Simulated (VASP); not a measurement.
Crystal: InSe.

```
CELL_PARAMETERS angstrom
4.05000 0.00000 0.00000
-2.02500 3.50740 0.00000
0.00000 0.00000 16.93000
ATOMIC_POSITIONS crystal
In 0.33333 0.66667 0.15700
In 0.66667 0.33333 0.65700
In 0.33333 0.66667 0.34300
In 0.66667 0.33333 0.84300
Se 0.33333 0.66667 0.60200
Se 0.66667 0.33333 0.10200
Se 0.33333 0.66667 0.89800
Se 0.66667 0.33333 0.39800
```

| Item | Value |
| --- | --- |
| Program | VASP 6.6.1 |
| Task | relaxation of cell and atoms |
| Functional | PBE |
| Dispersion | D3(BJ) |
| Potentials or basis | VASP PAW PBE potentials, release 64 (In_d, Se) |
| Cutoff | 400 eV |
| k mesh | 8 × 8 × 2 |
| Occupations | gaussian, width 0.02 eV |
| Spin | no spin polarisation |

At the start: pressure 5.9 GPa; volume 30.06 Å³/atom.

**Question.** Where does the relaxation end?

**Answer.** Over 24 steps the energy falls by 235.6 meV/atom and the volume is 29.47 Å³/atom (-2.0 %); space group P6_3/mmc (No. 194, to 0.05 Å).

Step by step:
```tsv
step	energy change (eV)	largest force (eV/Å)	pressure (GPa)	volume (Å³)
1	0.0000	2.9034	5.91	240.49
2	-1.0820	0.2630	-4.54	280.62
3	-1.3783	0.8387	-2.24	266.36
4	-1.6655	0.3288	-1.19	253.64
5	-1.7180	0.2859	-0.31	246.13
6	-1.8273	0.3212	0.48	240.05
7	-1.8489	0.3416	1.10	235.84
8	-1.8667	0.1236	-0.66	240.69
9	-1.8776	0.0505	-0.01	238.86
10	-1.8775	0.0562	0.01	238.80
11	-1.8787	0.0432	-0.03	238.72
12	-1.8788	0.0649	-0.04	238.68
13	-1.8801	0.0469	-0.01	238.35
14	-1.8825	0.0643	0.05	237.36
15	-1.8809	0.1111	0.25	235.37
16	-1.8829	0.0755	0.13	236.71
17	-1.8837	0.0512	0.03	236.84
18	-1.8841	0.0184	-0.10	237.01
19	-1.8845	0.0143	-0.08	236.66
20	-1.8850	0.0098	0.01	235.63
21	-1.8850	0.0091	0.02	235.72
22	-1.8850	0.0094	0.01	235.82
23	-1.8850	0.0106	0.00	235.76
24	-1.8850	0.0012	0.00	235.80
```

Final structure:
```
In Se
1.0
     4.03211    0.00000    0.00000
    -2.01605    3.49191    0.00000
     0.00000    0.00000   16.74723
In Se
4 4
Cartesian
  0.0000 2.3279 2.7901
  2.0161 1.1640 11.1638
  0.0000 2.3279 5.5835
  2.0161 1.1640 13.9571
  0.0000 2.3279 9.8752
  2.0161 1.1640 1.5016
  0.0000 2.3279 15.2456
  2.0161 1.1640 6.8720
```
